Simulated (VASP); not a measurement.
These are PBEsol GGA, VASP's PBE PAW potentials (set 64) (plane waves; VASP) values and carry that method's errors.

Input for VASP

### INCAR
```
# general
SYSTEM  =  Na
PREC    =  Accurate
ENCUT   =  300
LREAL   =  .False.
LASPH   =  .True.

# electronic loop
EDIFF   =  1E-6
NELM    =  100
ALGO    =  Normal

# smearing
ISMEAR  =  -1
SIGMA   =  0.1

# functional
GGA     =  PS

# ions
ISIF    =  2

# output
LWAVE   =  .False.
LCHARG  =  .False.
```

### KPOINTS
```
Automatic mesh
0
Gamma
6 6 9
0 0 0
```

File POSCAR:
```
Na
1.0
  6.0384100000   0.0000000000   0.0000000000
 -3.0192050000   5.2294160000   0.0000000000
  0.0000000000   0.0000000000   3.6726590000
Na
3
Cartesian
  0.0000000000   0.0000000000   0.0000000000
 -0.0000030192   3.4862790765   1.8363295000
  3.0192080192   1.7431369235   1.8363295000
```

POTCAR, in this order: Na_pv (PBE.64 set). Program: vasp_std.

Output of the run:

### OUTCAR
```
 ion  position               nearest neighbor table
   1  0.000  0.000  0.000-
   2  0.333  0.667  0.500-
   3  0.667  0.333  0.500-
  LATTYP: Found a hexagonal cell.
 ALAT       =     6.0384100000
 C/A-ratio  =     0.6082162357
 Subroutine PRICEL returns:
 Original cell was already a primitive cell.
 Subroutine GETGRP returns: Found 24 space group operations
The static configuration has the point symmetry D_6h.
The dynamic configuration has the point symmetry D_6h.
 Subroutine INISYM returns: Found 24 space group operations
 Subroutine IBZKPT returns following result:
 Found     35 irreducible k-points:

 Following reciprocal coordinates:
            Coordinates               Weight
  0.000000  0.000000  0.000000      1.000000
  0.166667 -0.000000  0.000000      6.000000
  0.333333  0.000000  0.000000      6.000000
  0.500000 -0.000000  0.000000      3.000000
  0.166667  0.166667  0.000000      6.000000
  0.333333  0.166667  0.000000     12.000000
  0.333333  0.333333  0.000000      2.000000
  0.000000  0.000000  0.111111      2.000000
  0.166667 -0.000000  0.111111     12.000000
  0.333333  0.000000  0.111111     12.000000
  0.500000 -0.000000  0.111111      6.000000
  0.166667  0.166667  0.111111     12.000000
  0.333333  0.166667  0.111111     24.000000
  0.333333  0.333333  0.111111      4.000000
  0.000000  0.000000  0.222222      2.000000
  0.166667 -0.000000  0.222222     12.000000
  0.333333  0.000000  0.222222     12.000000
  0.500000 -0.000000  0.222222      6.000000
  0.166667  0.166667  0.222222     12.000000
  0.333333  0.166667  0.222222     24.000000
  0.333333  0.333333  0.222222      4.000000
  0.000000  0.000000  0.333333      2.000000
...
```

### OSZICAR
```
       N       E                     dE             d eps       ncg     rms          rms(c)
DAV:   1     0.127788792260E+03    0.12779E+03   -0.91036E+03  1198   0.947E+02
DAV:   2     0.247946447916E+01   -0.12531E+03   -0.12401E+03  1016   0.332E+02
DAV:   3    -0.408449324171E+01   -0.65640E+01   -0.64838E+01  1130   0.942E+01
DAV:   4    -0.417181810061E+01   -0.87325E-01   -0.87255E-01  1136   0.109E+01
DAV:   5    -0.417329948405E+01   -0.14814E-02   -0.14814E-02  1228   0.152E+00    0.392E-01
DAV:   6    -0.416967124243E+01    0.36282E-02   -0.70703E-03  1166   0.141E+00    0.251E-01
DAV:   7    -0.416840003978E+01    0.12712E-02   -0.74363E-03  1136   0.126E+00    0.742E-02
DAV:   8    -0.416825310094E+01    0.14694E-03   -0.65044E-04  1154   0.528E-01    0.644E-03
DAV:   9    -0.416825438672E+01   -0.12858E-05   -0.50087E-06  1196   0.277E-02    0.249E-03
DAV:  10    -0.416825454850E+01   -0.16178E-06   -0.34754E-07   718   0.951E-03
   1 F= -.41682545E+01 E0= -.41403259E+01  d E =-.558572E-01
```

OUTCAR:
```
------------------------ aborting loop because EDIFF is reached ----------------------------------------
  FORCE on cell =-STRESS in cart. coord.  units (eV):
  Direction    XX          YY          ZZ          XY          YZ          ZX
  --------------------------------------------------------------------------------------
  Total       -0.1864755     -0.1864755     -0.4539783     -0.0000000      0.0000000      0.0000000
  in kB       -2.5761788     -2.5761783     -6.2717573     -0.0000000      0.0000000      0.0000000
  external PRESSURE =      -3.8080381 kB  Pullay stress =       0.0000000 kB
  volume of cell :      115.97
      direct lattice vectors                 reciprocal lattice vectors
     6.038410000  0.000000000  0.000000000     0.165606509  0.095612971  0.000000000
    -3.019205000  5.229416000  0.000000000     0.000000000  0.191225942  0.000000000
     0.000000000  0.000000000  3.672659000     0.000000000  0.000000000  0.272282289
 POSITION                                       TOTAL-FORCE (eV/Angst)
 -----------------------------------------------------------------------------------
      0.00000      0.00000      0.00000         0.000000      0.000000      0.000000
     -0.00000      3.48628      1.83633         0.000000      0.000000      0.000000
      3.01921      1.74314      1.83633        -0.000000     -0.000000      0.000000
 -----------------------------------------------------------------------------------
    total drift:                                0.000000      0.000000      0.000000
  FREE ENERGIE OF THE ION-ELECTRON SYSTEM (eV)
  ---------------------------------------------------
  free  energy   TOTEN  =        -4.1682545485 eV

  energy  without entropy=       -4.1123973169  energy(sigma->0) =       -4.14032593
```
(Selected blocks of OUTCAR.)

At this cut-off the stress carries a Pulay error, which pulls relaxed volumes low.

The structure was generated: Na was put into an ordered model structure, which need not be its known phase. The cell was not relaxed at this level. The run is one of a series of settings (GGA = PS against the base run), some of them coarse on purpose.
